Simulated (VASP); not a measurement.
These are PBEsol GGA, VASP's PBE PAW potentials (set 64) (plane waves; VASP 6.6.1) values and carry that method's errors.

VASP ran on this input.

**KPOINTS**
```
k-points along high-symmetry lines
15
Line-mode
Reciprocal
  0.000000   0.000000   0.000000 ! GAMMA
  0.500000   0.000000   0.500000 ! X

  0.500000   0.000000   0.500000 ! X
  0.625000   0.250000   0.625000 ! U

  0.375000   0.375000   0.750000 ! K
  0.000000   0.000000   0.000000 ! GAMMA

  0.000000   0.000000   0.000000 ! GAMMA
  0.500000   0.500000   0.500000 ! L

  0.500000   0.500000   0.500000 ! L
  0.500000   0.250000   0.750000 ! W

  0.500000   0.250000   0.750000 ! W
  0.500000   0.000000   0.500000 ! X
```

**POSCAR**
```
KI
4.9640610
  0.0000000000   0.7071067828   0.7071067828
  0.7071067828   0.0000000000   0.7071067828
  0.7071067828   0.7071067828   0.0000000000
K I
1 1
Direct
  0.0000000000   0.0000000000   0.0000000000
  0.5000000000   0.5000000000   0.5000000000
```

**INCAR**
```
ALGO  =  Normal
EDIFF  =  1E-7
ENCUT  =  400
GGA  =  PS
ICHARG  =  11
ISMEAR  =  0
LASPH  =  T
LCHARG  =  F
LMAXMIX  =  4
LORBIT  =  11
LREAL  =  F
LWAVE  =  F
NELM  =  100
PREC  =  Accurate
SIGMA  =  0.05
SYSTEM  =  KI
```

POTCAR, in this order: K_sv I (PBE.64 set). Program: vasp_std. Read from the step before: CHGCAR.

Output

OSZICAR:
```
       N       E                     dE             d eps       ncg     rms          rms(c)
DAV:   1     0.780439458757E+02    0.78044E+02   -0.57201E+03  2160   0.917E+02
DAV:   2    -0.324877399912E+00   -0.78369E+02   -0.73423E+02  2568   0.221E+02
DAV:   3    -0.513938293800E+01   -0.48145E+01   -0.47881E+01  2792   0.513E+01
DAV:   4    -0.539913583103E+01   -0.25975E+00   -0.25954E+00  3884   0.106E+01
DAV:   5    -0.540072159360E+01   -0.15858E-02   -0.15857E-02  2760   0.848E-01
DAV:   6    -0.540078465592E+01   -0.63062E-04   -0.63062E-04  3200   0.110E-01
DAV:   7    -0.540078545727E+01   -0.80136E-06   -0.80136E-06  3112   0.154E-02
DAV:   8    -0.540078547956E+01   -0.22281E-07   -0.22296E-07  2692   0.204E-03
   1 F= -.54007855E+01 E0= -.54007855E+01  d E =-.923076E-17
```

### OUTCAR
```
 val. band max:       -0.4082464321   @ k =   0.0000   0.0000   0.0000

 cond. band min:       3.4470140297   @ k =   0.0000   0.0000   0.0000



 k-point     1 :       0.0000    0.0000    0.0000
  band No.  band energies     occupation
      1     -28.7009      2.00000
      2     -12.2556      2.00000
      3     -12.2556      2.00000
      4     -12.2556      2.00000
      5     -10.9752      2.00000
      6      -0.4082      2.00000
      7      -0.4082      2.00000
      8      -0.4082      2.00000
      9       3.4470      0.00000
     10       6.0095      0.00000
     11       6.0095      0.00000
     12       6.0095      0.00000

 k-point     2 :       0.0357    0.0000    0.0357
  band No.  band energies     occupation
      1     -28.7009      2.00000
      2     -12.2588      2.00000
      3     -12.2559      2.00000
      4     -12.2559      2.00000
      5     -10.9694      2.00000
      6      -0.4429      2.00000
      7      -0.4144      2.00000
      8      -0.4144      2.00000
      9       3.4951      0.00000
     10       5.9709      0.00000
     11       6.0417      0.00000
     12       6.0418      0.00000

 k-point     3 :       0.0714    0.0000    0.0714
  band No.  band energies     occupation
      1     -28.7007      2.00000
      2     -12.2678      2.00000
      3     -12.2566      2.00000
      4     -12.2566      2.00000
      5     -10.9527      2.00000
      6      -0.5385      2.00000
      7      -0.4325      2.00000
      8      -0.4325      2.00000
      9       3.6301      0.00000
     10       5.8640      0.00000
     11       6.1375      0.00000
     12       6.1375      0.00000

 k-point     4 :       0.1071    0.0000    0.1071
  band No.  band energies     occupation
      1     -28.7006      2.00000
      2     -12.2808      2.00000
      3     -12.2579      2.00000
      4     -12.2579      2.00000
      5     -10.9280      2.00000
      6      -0.6754      2.00000
      7      -0.4608      2.00000
...
```

The density is held fixed in this step, so its total energy and stress have no physical meaning. Unless said otherwise, spin-orbit coupling is left out, though it shifts the bands of the heavy elements here.

The compound is KI in the rock salt structure. It was relaxed first.
